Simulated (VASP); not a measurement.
```
CELL_PARAMETERS angstrom
      3.15000     0.00000     0.00000
      0.00000     3.15000     0.00000
      0.00000     0.00000     3.15000
ATOMIC_POSITIONS crystal
  Zn 0.50000 0.50000 0.50000
  Au 0.00000 0.00000 0.00000
```

Computed with SCAN meta-GGA, VASP's PBE PAW potentials (set 64) (plane waves; VASP). Numerical set-up: 520 eV cut-off, 10×10×10 Γ-centred mesh, first-order Methfessel-Paxton smearing of 0.10 eV, potentials Zn Au.

Energy and stress use the plane-wave basis of the starting cell.

**Question.** The ions, cell shape and volume are relaxed. Give the cell that the relaxation ends in.

**Answer.** 
```
CELL_PARAMETERS angstrom
      3.12330     0.00000     0.00000
      0.00000     3.12330     0.00000
      0.00000     0.00000     3.12330
ATOMIC_POSITIONS crystal
  Zn 0.50000 0.50000 0.50000
  Au 0.00000 0.00000 0.00000
```
Space group Pm-3m (221), at a tolerance of 0.03 Å.

**Question.** How do energy and volume change from the first to the last step?

**Answer.** The energy (σ→0) changes by -5.0 meV/atom and the volume by -2.5 %, in 3 ionic steps.

```json
[
 {"step": "1", "E(σ→0) (eV)": "-83.2074", "max force (eV/Å)": "0.000", "pressure (GPa)": "-4.21", "volume (Å³)": "31.26"},
 {"step": "2", "E(σ→0) (eV)": "-83.2001", "max force (eV/Å)": "0.000", "pressure (GPa)": "5.55", "volume (Å³)": "29.43"},
 {"step": "3", "E(σ→0) (eV)": "-83.2174", "max force (eV/Å)": "0.000", "pressure (GPa)": "0.06", "volume (Å³)": "30.47"}
]
```

The compound is AuZn in the CsCl type structure. This run relaxes it. Symmetry was kept, so distortions that lower it aren't found. The electron count is odd and the run is not spin-polarised, which forces a metal.
